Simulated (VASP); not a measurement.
Here is a VASP 6.6.1 calculation.

INCAR

```
SYSTEM = Sc2InSb3
PREC     = Normal         ! precision mode
ENCUT    = 520            ! plane-wave cutoff, eV
EDIFF    = 1E-4           ! SCF threshold, eV
ISMEAR   = 0              ! smearing method
SIGMA    = 0.15           ! smearing width, eV
LREAL    = .False.        ! projectors in reciprocal space
LASPH    = .True.         ! aspherical terms in the spheres
NELM     = 60             ! most SCF steps
ALGO     = Fast           ! electronic algorithm
ISIF     = 3              ! what is computed and relaxed
LWAVE    = .False.        ! write WAVECAR
LCHARG   = .False.        ! write CHGCAR
GGA      = PE             ! functional
IBRION   = 2              ! ionic algorithm
NSW      = 24             ! ionic steps
EDIFFG   = -0.08          ! ionic threshold
```

File KPOINTS:

```
regular mesh
0
Gamma
  3 3 4
  0 0 0
```

POSCAR

```
Sc2InSb3
1.0
    6.1860734100      0.0000000000      0.0000000000
   -3.0930367000      5.3572967200      0.0000000000
    0.0000000000      0.0000000000      4.7619771000
Sc In Sb
2 1 3
Direct
    0.3333333300      0.6666666700      0.0000000000
    0.6666666700      0.3333333300      0.0000000000
    0.0000000000      0.0000000000      0.0000000000
    0.0000000000      0.5000000000      0.5000000000
    0.5000000000      0.5000000000      0.5000000000
    0.5000000000      0.0000000000      0.5000000000
```

Potentials or basis: VASP PAW PBE potentials, release 64 (Sc_sv, In_d, Sb).

Run with:

```console
$ cat potpaw_PBE.64/Sc_sv/POTCAR potpaw_PBE.64/In_d/POTCAR potpaw_PBE.64/Sb/POTCAR > POTCAR
$ mpirun -np 1 vasp_std > vasp.out
```

**Question.** What does it give for the band gap on the k mesh?

**Answer.** None (metal or under the smearing width).

**Question.** What does it give for the relaxed cell?

**Answer.** a = 6.677 Å, b = 6.677 Å, c = 4.360 Å, α = 90.00°, β = 90.00°, γ = 120.00°.

The path:
```
step  energy change (eV)  largest force (eV/Å)  pressure (GPa)  volume (Å³)
   1              0.0000                0.0000            1.16       157.81
   2             -0.1097                0.0000            0.01       162.16
   3             -0.2807                0.0000           -2.59       174.99
   4             -0.3289                0.0000           -1.94       174.67
   5             -0.3543                0.0000           -0.46       173.55
   6             -0.3619                0.0000           -1.01       174.00
   7             -0.3621                0.0000           -0.99       173.97
   8             -0.3702                0.0000           -0.72       172.54
   9             -0.3787                0.0000            0.06       168.31
```

Caveat: the k mesh is coarse (spacing up to 0.39 Å⁻¹), so the values aren't converged; the relaxation stopped at a loose force limit of 0.08 eV/Å, so its end isn't a converged minimum. The run has no spin-orbit coupling, so splittings on Sb are missing.
